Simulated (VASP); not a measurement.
Energy against volume of Nb (bcc). Method: TPSS meta-GGA, VASP's PBE PAW potentials (set 64) (plane waves; VASP 6.6.1).

```tsv
V (Å³/atom)	E (eV/atom)
16.833	-18.87164
17.370	-18.90311
17.907	-18.91310
18.444	-18.90455
18.981	-18.88032
```

Question: Fit a third-order Birch-Murnaghan equation of state.

Answer: 
* **volume per atom**: 17.91 Å^3/atom
* **bulk modulus**: 1830 kbar
* **pressure derivative of the bulk modulus**: 4.21
* **lattice constant a**: 3.297 Å

Measured: bulk modulus 173 GPa at 0 K (computed value off by +5.4 %), as given by Daniel Mejia-Rodriguez et al., Physical Review B (2018), arXiv:1807.09216 [0 K value with the zero-point phonon effect removed]; a 3.294 Å at 0 K (computed value off by +0.1 %), as given by Daniel Mejia-Rodriguez et al., Physical Review B (2018), arXiv:1807.09216 [static lattice: zero-point anharmonic expansion removed].

The compound is Nb in the bcc structure. It was relaxed first.
